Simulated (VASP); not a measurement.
MgS:

```
Mg S
1.0
     0.00000    2.83000    2.83000
     2.83000    0.00000    2.83000
     2.83000    2.83000    0.00000
Mg S
1 1
Direct
  0.00000 0.00000 0.00000
  0.25000 0.25000 0.25000
```

The cell was built by a generator and needn't be a form met in nature.

- Program: VASP 6.6.1
- Task: relaxation of cell and atoms
- Functional: LDA
- Potentials or basis: VASP PAW LDA potentials, release 64 (Mg, S)
- Cutoff: 600 eV
- k mesh: 8 × 8 × 8
- Occupations: gaussian, width 0.02 eV
- Spin: no spin polarisation

At the start: pressure -2.3 GPa; volume 22.67 Å³/atom.

Q: Where does the relaxation end?

A: Over 3 steps the energy falls by 6.7 meV/atom and the volume is 21.77 Å³/atom (-4.0 %); space group F-43m (No. 216, to 0.05 Å).

Step by step:
| step | energy change (eV) | largest force (eV/Å) | pressure (GPa) | volume (Å³) |
| --- | --- | --- | --- | --- |
| 1 | 0.0000 | 0.0000 | -2.33 | 45.33 |
| 2 | -0.0129 | 0.0000 | 0.50 | 43.20 |
| 3 | -0.0135 | 0.0000 | 0.00 | 43.54 |

Final structure:
```
Mg S
1.0
     0.00000    2.79220    2.79220
     2.79220    0.00000    2.79220
     2.79220    2.79220    0.00000
Mg S
1 1
Direct
  0.00000 0.00000 0.00000
  0.25000 0.25000 0.25000
```
